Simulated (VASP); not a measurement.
Calculation: PBE GGA, VASP's PBE PAW potentials (set 64) (plane waves; VASP).

A VASP calculation is set up with these files.

### POSCAR
```
TiCo
6.048890
  0.4978470430   0.0000000000   0.0000000000
  0.0000000000   0.4988915322   0.0000000000
  0.0000000000   0.0000000000   0.5000000000
Ti Co
1 1
Direct
  0.0000000000   0.0000000000   0.0000000000
  0.5309000000   0.5000000000   0.5000000000
```

**INCAR**
```
SYSTEM = TiCo
PREC = Accurate; ENCUT = 400; LREAL = F
LASPH = T; ISYM = 0
EDIFF = 1E-6; NELM = 100; ALGO = Normal
LMAXMIX = 4
ISMEAR = 1; SIGMA = 0.1
GGA = PE
ISIF = 2
LWAVE = F; LCHARG = F
```

**KPOINTS**
```
Automatic mesh
0
Gamma
11 11 11
0 0 0
```

POTCAR, in this order: Ti_sv Co (PBE.64 set). Program: vasp_std.

Output

OUTCAR:
```
 ion  position               nearest neighbor table
   1  0.000  0.000  0.000-   2 2.56   2 2.56   2 2.56   2 2.56   2 2.67   2 2.67   2 2.67   2 2.67
 Subroutine IBZKPT returns following result:
 Found    666 irreducible k-points:

 Following reciprocal coordinates:
            Coordinates               Weight
  0.000000  0.000000  0.000000      1.000000
  0.090909  0.000000  0.000000      2.000000
  0.181818  0.000000  0.000000      2.000000
  0.272727  0.000000  0.000000      2.000000
  0.363636  0.000000  0.000000      2.000000
  0.454545  0.000000  0.000000      2.000000
  0.000000  0.090909  0.000000      2.000000
  0.090909  0.090909  0.000000      2.000000
  0.090909 -0.090909  0.000000      2.000000
  0.181818  0.090909  0.000000      2.000000
  0.181818 -0.090909  0.000000      2.000000
  0.272727  0.090909  0.000000      2.000000
  0.272727 -0.090909  0.000000      2.000000
  0.363636  0.090909  0.000000      2.000000
  0.363636 -0.090909  0.000000      2.000000
  0.454545  0.090909  0.000000      2.000000
  0.454545 -0.090909  0.000000      2.000000
  0.000000  0.181818  0.000000      2.000000
  0.090909  0.181818  0.000000      2.000000
  0.090909 -0.181818  0.000000      2.000000
  0.181818  0.181818  0.000000      2.000000
  0.181818 -0.181818  0.000000      2.000000
  0.272727  0.181818  0.000000      2.000000
  0.272727 -0.181818  0.000000      2.000000
  0.363636  0.181818  0.000000      2.000000
  0.363636 -0.181818  0.000000      2.000000
  0.454545  0.181818  0.000000      2.000000
  0.454545 -0.181818  0.000000      2.000000
  0.000000  0.272727  0.000000      2.000000
  0.090909  0.272727  0.000000      2.000000
  0.090909 -0.272727  0.000000      2.000000
  0.181818  0.272727  0.000000      2.000000
  0.181818 -0.272727  0.000000      2.000000
...
```

OSZICAR:
```
       N       E                     dE             d eps       ncg     rms          rms(c)
DAV:   1     0.135793004964E+03    0.13579E+03   -0.89966E+03 18662   0.156E+03
DAV:   2    -0.981445791966E+01   -0.14561E+03   -0.14315E+03 18990   0.379E+02
DAV:   3    -0.177549167340E+02   -0.79405E+01   -0.78838E+01 28962   0.988E+01
DAV:   4    -0.179903358680E+02   -0.23542E+00   -0.23455E+00 22600   0.142E+01
DAV:   5    -0.179994580741E+02   -0.91222E-02   -0.91218E-02 27826   0.258E+00    0.125E+01
DAV:   6    -0.158327135953E+02    0.21667E+01   -0.12828E+01 25758   0.536E+01    0.524E+00
DAV:   7    -0.192045456788E+02   -0.33718E+01   -0.30980E+01 32976   0.490E+01    0.266E+01
DAV:   8    -0.155612885543E+02    0.36433E+01   -0.21172E+01 29494   0.419E+01    0.176E+00
DAV:   9    -0.155997107788E+02   -0.38422E-01   -0.28003E-01 22622   0.481E+00    0.184E+00
DAV:  10    -0.155864451837E+02    0.13266E-01   -0.75680E-02 28870   0.345E+00    0.566E-01
DAV:  11    -0.155842426662E+02    0.22025E-02   -0.56121E-03 24956   0.812E-01    0.375E-01
DAV:  12    -0.155831068192E+02    0.11358E-02   -0.38535E-03 27084   0.552E-01    0.936E-02
DAV:  13    -0.155830173069E+02    0.89512E-04   -0.28685E-04 24130   0.147E-01    0.440E-02
DAV:  14    -0.155830051885E+02    0.12118E-04   -0.62107E-05 30194   0.698E-02    0.849E-03
DAV:  15    -0.155830041365E+02    0.10520E-05   -0.11525E-05 22866   0.377E-02    0.233E-03
DAV:  16    -0.155830042489E+02   -0.11239E-06   -0.53118E-07 11190   0.971E-03
   1 F= -.15583004E+02 E0= -.15583145E+02  d E =0.421879E-03
```

**OUTCAR**
```
------------------------ aborting loop because EDIFF is reached ----------------------------------------
  FORCE on cell =-STRESS in cart. coord.  units (eV):
  Direction    XX          YY          ZZ          XY          YZ          ZX
  --------------------------------------------------------------------------------------
  Total       -1.4074608     -1.3480524     -1.3582811     -0.0000007      0.0000006     -0.0000008
  in kB      -82.0441747    -78.5811246    -79.1773796     -0.0000417      0.0000362     -0.0000457
  external PRESSURE =     -79.9342263 kB  Pullay stress =       0.0000000 kB
  volume of cell :       27.49
      direct lattice vectors                 reciprocal lattice vectors
     3.011422000  0.000000000  0.000000000     0.332069036  0.000000000  0.000000000
     0.000000000  3.017740000  0.000000000     0.000000000  0.331373810  0.000000000
     0.000000000  0.000000000  3.024445000     0.000000000  0.000000000  0.330639175
 POSITION                                       TOTAL-FORCE (eV/Angst)
 -----------------------------------------------------------------------------------
      0.00000      0.00000      0.00000         0.324708     -0.000000     -0.000004
      1.59876      1.50887      1.51222        -0.324708      0.000000      0.000004
 -----------------------------------------------------------------------------------
    total drift:                                0.000332     -0.000000      0.000007
  FREE ENERGIE OF THE ION-ELECTRON SYSTEM (eV)
  ---------------------------------------------------
  free  energy   TOTEN  =       -15.5830042489 eV

  energy  without entropy=      -15.5834261283  energy(sigma->0) =      -15.58314488
```
(Selected blocks of OUTCAR.)

The compound is TiCo in the CsCl type structure. The cell was not relaxed at this level, atoms are displaced from their ideal sites. The run is one of a series of settings (ISYM = 0 against the base run), some of them coarse on purpose. The run is not spin-polarised, so no magnetic state was tried. The electron count is odd and the run is not spin-polarised, which forces a metal.
